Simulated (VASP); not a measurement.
# NiAl (CsCl type): computed properties

The numbers are results of PBE GGA, VASP's PBE PAW potentials (set 64) (plane waves; VASP), not measurements.

```json
{
 "space_group": "Pm-3m (221)",
 "cell": "a = b = c = 2.8927 Å, α = β = γ = 90.00°",
 "volume_per_atom": "12.10 Å³/atom",
 "band gap (over mesh and band path)": "none (metal, semimetal or under 0.01 eV)",
 "band_gap_with_spin_orbit_coupling": "none (metallic)",
 "density": "5.88 g/cm³"
}
```

```
CELL_PARAMETERS angstrom
      2.89269     0.00000     0.00000
      0.00000     2.89269     0.00000
      0.00000     0.00000     2.89269
ATOMIC_POSITIONS crystal
  Al 0.50000 0.50000 0.50000
  Ni 0.00000 0.00000 0.00000
```

Measured: a 2.882 Å at 0 K (computed value off by +0.4 %), as given by H. Levämäki et al., Physical Review B (2014), arXiv:1402.3671 [extrapolated to 0 K, zero-point anharmonic expansion removed (Haas, Tran, Blaha 2009)].

The compound is NiAl in the CsCl type structure. It was relaxed first. Symmetry was kept, so distortions that lower it aren't found. The run is not spin-polarised, so no magnetic state was tried. The electron count is odd and the run is not spin-polarised, which forces a metal.
